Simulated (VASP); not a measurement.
# GeRu2C with LDA: from relaxation to properties, part 2 of 6

Wanted: the relaxed cell of GeRu2C and its properties. The cell is invented: it takes the structure of COD entry 1539492, ZrC (space group 225 there), with some of its atoms replaced by other elements, volume scaled by an estimate. It may not be a known or stable phase.

VASP 6.6.1, plane waves and PAW; the level of theory is named at each step.

So far. Step 2 (Rough relaxation of the start cell): It ends with a largest force of 0.039 eV/Å and a pressure of 0.21 GPa.

### 3. Relaxing cell and atoms (LDA)

Level of this step: LDA; plane waves and PAW (Ru_pv, Ge_d, C); invented cell (VASP).

Properties are meant for the cell that this level of theory prefers, so cell and atoms are relaxed first (ISIF = 3) until forces and stress are small; EDIFFG sets the threshold.

INCAR

```
SYSTEM = GeRu2C
PREC = Accurate
ENCUT = 520
EDIFF = 1E-06
NELM = 100
ISMEAR = 0
SIGMA = 0.05
LREAL = .FALSE.
ALGO = Normal
GGA = CA
NBANDS = 29
LORBIT = 11
LWAVE = .FALSE.
LCHARG = .FALSE.
KPAR = 2
IBRION = 2
NSW = 60
ISIF = 3
EDIFFG = -0.01
```

POSCAR

```
GeRu2C
1.0
    1.4449407806      0.8342371473      6.4763182059
   -1.4449407806      0.8342371473      6.4763182059
    0.0000000000     -1.6684742945      6.4763182059
Ru Ge C
2 1 1
Direct
    0.7694486592      0.7694486592      0.7694486592
    0.2305513408      0.2305513408      0.2305513408
    0.0000000000      0.0000000000      0.0000000000
    0.5000000000      0.5000000000      0.5000000000
```

KPOINTS

```
Automatic mesh
0
Gamma
8 8 8
0 0 0
```

The projector-augmented-wave data sets are Ru_pv, Ge_d and C (LDA family, release 64).

Launch:

```console
$ mpirun -np 2 vasp_std
```

What it wrote:

```text
[... set-up lines as in an earlier step ...]
 entering main loop
       N       E                     dE             d eps       ncg     rms          rms(c)
DAV:   1     0.486690845458E+03    0.48669E+03   -0.25564E+04  4751   0.346E+03
DAV:   2     0.893909720557E+01   -0.47775E+03   -0.46194E+03  3850   0.764E+02
DAV:   3    -0.369301469551E+02   -0.45869E+02   -0.43715E+02  4210   0.160E+02
DAV:   4    -0.387852587078E+02   -0.18551E+01   -0.18400E+01  4345   0.336E+01
DAV:   5    -0.388403055791E+02   -0.55047E-01   -0.55025E-01  4800   0.580E+00    0.309E+01
DAV:   6    -0.366894570641E+02    0.21508E+01   -0.17296E+01  4487   0.291E+01    0.824E+00
DAV:   7    -0.361125722500E+02    0.57688E+00   -0.47070E+00  4223   0.177E+01    0.896E+00
DAV:   8    -0.360134383550E+02    0.99134E-01   -0.59592E-01  4166   0.531E+00    0.190E+00
DAV:   9    -0.359916830256E+02    0.21755E-01   -0.44471E-02  4351   0.184E+00    0.254E-01
DAV:  10    -0.359918345772E+02   -0.15155E-03   -0.11017E-02  4246   0.684E-01    0.180E-01
DAV:  11    -0.359918221784E+02    0.12399E-04   -0.82167E-04  4942   0.338E-01    0.877E-02
DAV:  12    -0.359917921678E+02    0.30011E-04   -0.10131E-04  4855   0.112E-01    0.184E-02
DAV:  13    -0.359917922955E+02   -0.12777E-06   -0.14950E-05  4466   0.350E-02    0.595E-03
DAV:  14    -0.359917920856E+02    0.20994E-06   -0.14204E-06  2816   0.835E-03
   1 F= -.35991792E+02 E0= -.35989421E+02  d E =-.359918E+02
 curvature:   0.00 expect dE= 0.000E+00 dE for cont linesearch  0.000E+00
 trial: gam= 0.00000 g(F)=  0.252E-02 g(S)=  0.908E-02 ort = 0.000E+00 (trialstep = 0.100E+01)
 search vector abs. value=  0.116E-01
 bond charge predicted
       N       E                     dE             d eps       ncg     rms          rms(c)
DAV:   1    -0.360896277388E+02   -0.97835E-01   -0.30633E+00  4204   0.197E+01    0.243E+00
DAV:   2    -0.360233549298E+02    0.66273E-01   -0.43776E-01  3860   0.611E+00    0.105E+00
DAV:   3    -0.360041288275E+02    0.19226E-01   -0.56258E-02  4434   0.225E+00    0.494E-01
DAV:   4    -0.359989386651E+02    0.51902E-02   -0.20529E-02  4651   0.118E+00    0.209E-01
DAV:   5    -0.359987676420E+02    0.17102E-03   -0.10121E-03  4353   0.283E-01    0.151E-01
DAV:   6    -0.359986810019E+02    0.86640E-04   -0.33584E-04  4636   0.206E-01    0.344E-02
DAV:   7    -0.359986675343E+02    0.13468E-04   -0.69414E-05  4867   0.713E-02    0.136E-02
DAV:   8    -0.359986675610E+02   -0.26676E-07   -0.57132E-06  4338   0.220E-02
   2 F= -.35998668E+02 E0= -.35996208E+02  d E =-.687548E-02
[... from here on, the cycles between the ionic steps are left out ...]
   3 F= -.35998983E+02 E0= -.35996619E+02  d E =-.719131E-02
   4 F= -.36001439E+02 E0= -.35999306E+02  d E =-.245550E-02
   5 F= -.36001628E+02 E0= -.35999494E+02  d E =-.264426E-02
   6 F= -.36001616E+02 E0= -.35999481E+02  d E =-.263279E-02
   7 F= -.36001826E+02 E0= -.35999694E+02  d E =-.209744E-03
   8 F= -.36001864E+02 E0= -.35999739E+02  d E =-.247987E-03
   9 F= -.36001868E+02 E0= -.35999741E+02  d E =-.251657E-03
 curvature:  -0.80 expect dE=-0.319E-04 dE for cont linesearch -0.194E-05
 ZBRENT: bisectioning
 opt :   0.8869  next Energy=   -36.001883 (dE=-0.267E-03)
 bond charge predicted
       N       E                     dE             d eps       ncg     rms          rms(c)
DAV:   1    -0.360021141689E+02   -0.24540E-03   -0.90812E-03  3780   0.788E-01    0.113E-01
DAV:   2    -0.360019200143E+02    0.19415E-03   -0.44973E-04  4080   0.218E-01    0.492E-02
DAV:   3    -0.360018739836E+02    0.46031E-04   -0.93741E-05  4724   0.824E-02    0.247E-02
DAV:   4    -0.360018625847E+02    0.11399E-04   -0.35105E-05  4819   0.471E-02    0.987E-03
DAV:   5    -0.360018619725E+02    0.61218E-06   -0.32564E-06  3316   0.145E-02
  10 F= -.36001862E+02 E0= -.35999733E+02  d E =-.245788E-03
 curvature:  -6.22 expect dE=-0.767E-04 dE for cont linesearch -0.541E-04
 trial: gam=-0.05562 g(F)=  0.191E-05 g(S)=  0.104E-04 ort = 0.763E-04 (trialstep = 0.672E+00)
 search vector abs. value=  0.592E-05
 reached required accuracy - stopping structural energy minimisation
```

Elapsed: 12 min, on 2 MPI ranks of Intel Xeon Platinum 8259CL at 2.50GHz (Skylake/Cascade Lake), shared host; peak memory 0.68 GiB; 24 min of CPU time.

From OUTCAR (step 3):

```text
  LATTYP: Found a trigonal (rhomboedric) cell.
 ALAT       =     6.6877875999
 COS(alpha) =     0.9066390421

The static configuration has the point symmetry D_3d.

 Found     65 irreducible k-points:

   k-points           NKPTS =     65   k-points in BZ     NKDIM =     65   number of bands    NBANDS=     29

   dimension x,y,z NGX =    50 NGY =   50 NGZ =   50
   dimension x,y,z NGXF=   100 NGYF=  100 NGZF=  100

   ENCUT  =  520.0 eV  38.22 Ry    6.18 a.u.  12.43 12.43 12.43*2*pi/ulx,y,z

   NELECT =      46.0000    total number of electrons

 E-fermi :  11.6867

 k-point     1 :       0.0000    0.0000    0.0000
  band No.  band energies     occupation
    ...
     20       8.9441      2.00000
     21       9.9462      2.00000
     22       9.9462      2.00000
     23      10.8066      2.00000
     24      10.8066      2.00000
     25      13.0913      0.00000
     26      15.5130      0.00000
     27      15.5130      0.00000
     28      17.0108      0.00000
     29      20.6258      0.00000

 k-point     2 :       0.1250    0.0000    0.0000
  band No.  band energies     occupation
    ...
     20       9.2420      2.00000
     21       9.7940      2.00000
     22       9.8914      2.00000
     23      10.8730      2.00000
     24      10.9063      2.00000
     25      13.7214      0.00000
     26      15.3439      0.00000
     27      15.7029      0.00000
     28      17.5998      0.00000
     29      18.0828      0.00000

  Total        0.0160687      0.0160687     -0.0186404      0.0000000     -0.0000000      0.0000000
  in kB        0.5451546      0.5451549     -0.6324016      0.0000000     -0.0000000      0.0000000
  external PRESSURE =       0.1526360 kB  Pullay stress =       0.0000000 kB

  energy-cutoff  :      520.00
  volume of cell :       47.23
      direct lattice vectors                 reciprocal lattice vectors
     1.460175106  0.843032696  6.393982942     0.342424684  0.197698936  0.052132346
    -1.460175106  0.843032696  6.393982942    -0.342424684  0.197698936  0.052132346
    -0.000000000 -1.686065391  6.393982942     0.000000000 -0.395397871  0.052132346

 POSITION                                       TOTAL-FORCE (eV/Angst)
 -----------------------------------------------------------------------------------
     -0.00000      0.00000     14.77374        -0.000000      0.000000      0.004450
     -0.00000      0.00000      4.40821         0.000000     -0.000000     -0.004450
      0.00000      0.00000      0.00000        -0.000000     -0.000000      0.000000
     -0.00000      0.00000      9.59097        -0.000000     -0.000000      0.000000
 -----------------------------------------------------------------------------------
    total drift:                               -0.000000     -0.000000      0.000000

  FREE ENERGIE OF THE ION-ELECTRON SYSTEM (eV)
  ---------------------------------------------------
  free  energy   TOTEN  =       -36.0018619725 eV

  energy  without entropy=      -35.9976032823  energy(sigma->0) =      -35.99973263

 total charge
# of ion       s       p       d       tot
------------------------------------------
    1        0.321   6.310   6.196  12.828
    2        0.321   6.310   6.196  12.828
    3        1.156   1.181  10.107  12.444
    4        0.867   1.499   0.000   2.366
--------------------------------------------------
tot          2.666  15.300  22.500  40.466

[... 2 parts as in an earlier step ...]

[... 7 further parts left out ...]
```

CONTCAR:

```
GeRu2C
   1.00000000000000
     1.4601751064510804    0.8430326957156068    6.3939829417093197
    -1.4601751064510804    0.8430326957156068    6.3939829417093197
    -0.0000000000000000   -1.6860653913314381    6.3939829417094840
  Ru              Ge              C
     2     1     1
Direct
     0.7701896776485149    0.7701896776485149    0.7701896776485150
     0.2298103223514851    0.2298103223514851    0.2298103223514850
     0.0000000000000000    0.0000000000000000    0.0000000000000000
     0.5000000000000000    0.5000000000000000    0.5000000000000000
```

The steps of the relaxation:

| step | energy less that of the first step (eV) | largest force (eV/Å) | pressure (GPa) | volume (Å³) |
| --- | --- | --- | --- | --- |
| 1 | 0.0000 | 0.1617 | 0.91 | 46.84 |
| 2 | -0.0069 | 0.1086 | -1.24 | 47.29 |
| 3 | -0.0072 | 0.0998 | -1.52 | 47.38 |
| 4 | -0.0096 | 0.0752 | 0.80 | 47.12 |
| 5 | -0.0098 | 0.0411 | 0.32 | 47.18 |
| 6 | -0.0098 | 0.0373 | 0.17 | 47.18 |
| 7 | -0.0100 | 0.0084 | 0.10 | 47.21 |
| 8 | -0.0101 | 0.0224 | -0.05 | 47.24 |
| 9 | -0.0101 | 0.0187 | -0.04 | 47.24 |
| 10 | -0.0101 | 0.0044 | 0.02 | 47.23 |

| conventional cell, symmetrised | before | after | change |
| --- | --- | --- | --- |
| a (Å) | 2.890 | 2.920 | +1.1 % |
| b (Å) | 2.890 | 2.920 | +1.1 % |
| c (Å) | 19.429 | 19.182 | -1.3 % |
| volume (Å³/atom) | 11.71 | 11.81 | +0.8 % |

The atoms that moved most (Å, as changes of fractional coordinates times the final cell):

| atom | dx | dy | dz | length |
| --- | --- | --- | --- | --- |
| Ru2 | 0.000 | 0.000 | -0.014 | 0.014 |
| Ru1 | 0.000 | 0.000 | 0.014 | 0.014 |

Final coordinates:

```
Ru Ge C
1.0
     1.46018    0.84303    6.39398
    -1.46018    0.84303    6.39398
     0.00000   -1.68607    6.39398
Ru Ge C
2 1 1
Direct
  0.77019 0.77019 0.77019
  0.22981 0.22981 0.22981
  0.00000 0.00000 0.00000
  0.50000 0.50000 0.50000
```

Numbers from this step:

```
irreducible k-points            : 65
free energy (TOTEN)             : -36.00 eV
energy at zero smearing         : -36.00 eV
Fermi energy                    : 11.69 eV
pressure                        : 0.01526 GPa
SCF cycles over all ionic steps : 69
```

It ends with a largest force of 0.004 eV/Å and a pressure of 0.02 GPa.

### 4. Density, ELF and potential (LDA)

A single point on the relaxed cell gives a clean self-consistent state, with density, ELF and potential written out.

Changes to INCAR since step 3:

```diff
@@ -13,7 +13,5 @@
 LWAVE = .FALSE.
-LCHARG = .FALSE.
-KPAR = 2
-IBRION = 2
-NSW = 60
-ISIF = 3
-EDIFFG = -0.01
+LCHARG = .TRUE.
+ISIF = 2
+LELF = .TRUE.
+LVHAR = .TRUE.
```

POSCAR

```
GeRu2C
1.0
    1.4601751065      0.8430326957      6.3939829417
   -1.4601751065      0.8430326957      6.3939829417
    0.0000000000     -1.6860653913      6.3939829417
Ru Ge C
2 1 1
Direct
    0.7701896776      0.7701896776      0.7701896776
    0.2298103224      0.2298103224      0.2298103224
    0.0000000000      0.0000000000      0.0000000000
    0.5000000000      0.5000000000      0.5000000000
```

KPOINTS is that of step 3.

Launch:

```console
$ mpirun -np 2 vasp_std
```

What it wrote:

```text
[banner, memory and clock lines left out]
running    2 mpi-ranks, on    1 nodes
 distrk:  each k-point on    2 cores,    1 groups
 distr:  one band on    1 cores,    2 groups

 POSCAR found type information on POSCAR RuGeC
 POSCAR found :  3 types and       4 ions
 LDA part: xc-table for (Slater(with rela. corr.)+CA(PZ))
 , standard interpolation
|                                                                             |
|           W    W    AA    RRRRR   N    N  II  N    N   GGGG   !!!           |
|           W    W   A  A   R    R  NN   N  II  NN   N  G    G  !!!           |
|           W    W  A    A  R    R  N N  N  II  N N  N  G       !!!           |
|           W WW W  AAAAAA  RRRRR   N  N N  II  N  N N  G  GGG   !            |
|           WW  WW  A    A  R   R   N   NN  II  N   NN  G    G                |
|           W    W  A    A  R    R  N    N  II  N    N   GGGG   !!!           |
|                                                                             |
|     The number of bands has been changed from the values supplied in        |
|     The orbitals not found in the WAVECAR file will be initialized with     |
|     random numbers, which is usually adequate. For correlated               |
|     calculations, however, you should redo the groundstate calculation.     |
|     I found NBANDS = 29. Now, NBANDS = 30.                                  |
|                                                                             |

 POSCAR, INCAR and KPOINTS ok, starting setup
 FFT: planning ... GRIDC
 FFT: planning ... GRID_SOFT
 FFT: planning ... GRID
 WAVECAR not read
 entering main loop
       N       E                     dE             d eps       ncg     rms          rms(c)
DAV:   1     0.478912265753E+03    0.47891E+03   -0.25349E+04  4928   0.333E+03
DAV:   2     0.709996770483E+01   -0.47181E+03   -0.45341E+03  3996   0.738E+02
DAV:   3    -0.371313485669E+02   -0.44231E+02   -0.42408E+02  4444   0.154E+02
DAV:   4    -0.387901957686E+02   -0.16588E+01   -0.16512E+01  4386   0.311E+01
DAV:   5    -0.388386102696E+02   -0.48415E-01   -0.48399E-01  5126   0.535E+00    0.309E+01
DAV:   6    -0.366474666117E+02    0.21911E+01   -0.15078E+01  4664   0.277E+01    0.813E+00
DAV:   7    -0.361225381044E+02    0.52493E+00   -0.41180E+00  4380   0.168E+01    0.899E+00
DAV:   8    -0.360228243321E+02    0.99714E-01   -0.54365E-01  4342   0.511E+00    0.205E+00
DAV:   9    -0.360021305191E+02    0.20694E-01   -0.39644E-02  4490   0.177E+00    0.229E-01
DAV:  10    -0.360022379345E+02   -0.10742E-03   -0.93024E-03  4576   0.620E-01    0.171E-01
DAV:  11    -0.360022247599E+02    0.13175E-04   -0.74022E-04  5188   0.318E-01    0.812E-02
DAV:  12    -0.360021924641E+02    0.32296E-04   -0.97983E-05  5142   0.114E-01    0.168E-02
DAV:  13    -0.360021925673E+02   -0.10322E-06   -0.14785E-05  4730   0.347E-02    0.624E-03
DAV:  14    -0.360021923519E+02    0.21541E-06   -0.11756E-06  3114   0.765E-03
   1 F= -.36002192E+02 E0= -.36000063E+02  d E =-.425895E-02
```

Elapsed: 2.5 min, on 2 MPI ranks; peak memory 0.47 GiB; 5 min of CPU time.

Parts of OUTCAR (step 4):

```text
  LATTYP: Found a trigonal (rhomboedric) cell.
 ALAT       =     6.6125511965
 COS(alpha) =     0.9024781494

The static configuration has the point symmetry D_3d.

 Found     65 irreducible k-points:

   k-points           NKPTS =     65   k-points in BZ     NKDIM =     65   number of bands    NBANDS=     30

   ENCUT  =  520.0 eV  38.22 Ry    6.18 a.u.  12.29 12.29 12.29*2*pi/ulx,y,z

   NELECT =      46.0000    total number of electrons

 E-fermi :  11.6867

 k-point     1 :       0.0000    0.0000    0.0000
  band No.  band energies     occupation
    ...
     20       8.9441      2.00000
     21       9.9464      2.00000
     22       9.9464      2.00000
     23      10.8067      2.00000
     24      10.8067      2.00000
     25      13.0913      0.00000
     26      15.5129      0.00000
     27      15.5129      0.00000
     28      17.0108      0.00000
     29      20.6259      0.00000
    ...

 k-point     2 :       0.1250    0.0000   -0.0000
  band No.  band energies     occupation
    ...
     20       9.2420      2.00000
     21       9.7941      2.00000
     22       9.8916      2.00000
     23      10.8731      2.00000
     24      10.9065      2.00000
     25      13.7214      0.00000
     26      15.3439      0.00000
     27      15.7028      0.00000
     28      17.5998      0.00000
     29      18.0829      0.00000
    ...

  Total        0.0082123      0.0082123     -0.0354725      0.0000000     -0.0000000      0.0000000
  in kB        0.2786140      0.2786142     -1.2034577      0.0000000     -0.0000000      0.0000000
  external PRESSURE =      -0.2154098 kB  Pullay stress =       0.0000000 kB

  energy-cutoff  :      520.00
  volume of cell :       47.23
      direct lattice vectors                 reciprocal lattice vectors
     1.460175106  0.843032696  6.393982942     0.342424684  0.197698936  0.052132346
    -1.460175106  0.843032696  6.393982942    -0.342424684  0.197698936  0.052132346
     0.000000000 -1.686065391  6.393982942     0.000000000 -0.395397871  0.052132346

 POSITION                                       TOTAL-FORCE (eV/Angst)
 -----------------------------------------------------------------------------------
      0.00000      0.00000     14.77374        -0.000000      0.000000      0.004904
      0.00000      0.00000      4.40821        -0.000000     -0.000000     -0.004904
      0.00000      0.00000      0.00000        -0.000000     -0.000000     -0.000000
      0.00000      0.00000      9.59097         0.000000     -0.000000      0.000000
 -----------------------------------------------------------------------------------
    total drift:                                0.000000      0.000000     -0.000000

  FREE ENERGIE OF THE ION-ELECTRON SYSTEM (eV)
  ---------------------------------------------------
  free  energy   TOTEN  =       -36.0021923519 eV

  energy  without entropy=      -35.9979334060  energy(sigma->0) =      -36.00006288

[... 3 parts as in an earlier step ...]

[... 7 further parts left out ...]
```

This step gave:

- SCF cycles: 14
- bands: 30
- pressure: -0.02154 GPa

Valence electrons inside each PAW sphere by angular momentum. Sphere charges, by row:

| atom | s (e) | p (e) | d (e) | tot (e) |
| --- | --- | --- | --- | --- |
| Ru1 | 0.321 | 6.31 | 6.196 | 12.83 |
| Ru2 | 0.321 | 6.31 | 6.196 | 12.83 |
| Ge3 | 1.156 | 1.181 | 10.11 | 12.44 |
| C4 | 0.867 | 1.499 | 0 | 2.366 |

Electrostatic potential energy in the ac plane of the cell as run, not the conventional one, at fractional y = 0.000, with atoms of Ge within 0.2 Å of it. With pseudopotentials it is smooth inside the atoms' cores, unlike the true potential.

Ten even steps from '0' (-54 eV) to '9' (1 eV), each cell a mean:
```
002799878999999961
100379865799999996
720148974358999999
974236985224899999
998645898411489999
999977899730148999
877899999973014899
965689999997312599
984347999999742379
996313799999985458
999521269999998767
999841027999889988
999984113799756899
999998421489743479
999999853368962137
699999996457984002
169999999867997200
016999999998999710
```
Columns run along a (6.6 Å; values clipped at the 3rd and 97th percentile), rows up along c (6.6 Å). Atoms in or near the plane, at fractional coordinates: Ge at (0.00, 0.00).

Valence density in the ac plane of the cell as run, not the conventional one, at fractional y = 0.000, with atoms of Ge within 0.2 Å of it. It is the smooth field of the valence electrons, not physical close to the nuclei.

Ten steps, logarithmic in the rise over the least value, from '0' (0 e/Å³) to '9' (16 e/Å³), each cell a mean:
```
997311222100100137
799621233310000013
368752124542000001
125653123554200000
112343112566420000
111122111356642001
222111100135664200
134321000013565410
124542100001355531
113565310000123432
101466531000112232
100246653101111122
100024665211233211
000002466421245521
100000245531136763
310000013442125897
741000001232112699
973101111112111379
```
Columns run along a (6.6 Å), rows up along c (6.6 Å). Atoms in or near the plane, at fractional coordinates: Ge at (0.00, 0.00).

ELF in the ac plane of the cell as run, not the conventional one, at fractional y = 0.000, with atoms of Ge within 0.2 Å of it. It is the smooth field of the valence electrons, not physical close to the nuclei.

Ten even steps from '0' (0.17) to '9' (0.51), each cell a mean:
```
205961121000003795
500794034200001489
961388315631000247
698568623774100013
148877763687410000
003787665477641000
121267555448774100
034225644444787300
025653453344467620
003677444345533541
001477854545662132
000146784465676301
000014677357778841
210001477526876896
742000146622785379
984200013541388105
498410000232049600
349720000001016952
```
Columns run along a (6.6 Å), rows up along c (6.6 Å). Atoms in or near the plane, at fractional coordinates: Ge at (0.00, 0.00).

In this run the pressure is -0.02 GPa, small enough to go on; single stress components reach 0.12 GPa.

(Part 2 of 6 ends here.)

[Lines on the potential files, build, host, timing and source positions are cut from VASP's logs without a mark.]

[Logs are printed without paths, hosts, clocks, repeated set-up lines and the standing remarks that a program may print on its own settings, such as how far it seeks lower states.]

[Hosts, paths, dates, database ids (printed as entryN), source tags and the programs' standing remarks are cut or masked in the printed files.]

[A measured line is paired with the nearest computed mode of its activity, which favours agreement.]

[In band tables of VASP the shares of atoms and orbitals are scaled to a sum of 1 inside the atoms' spheres.]
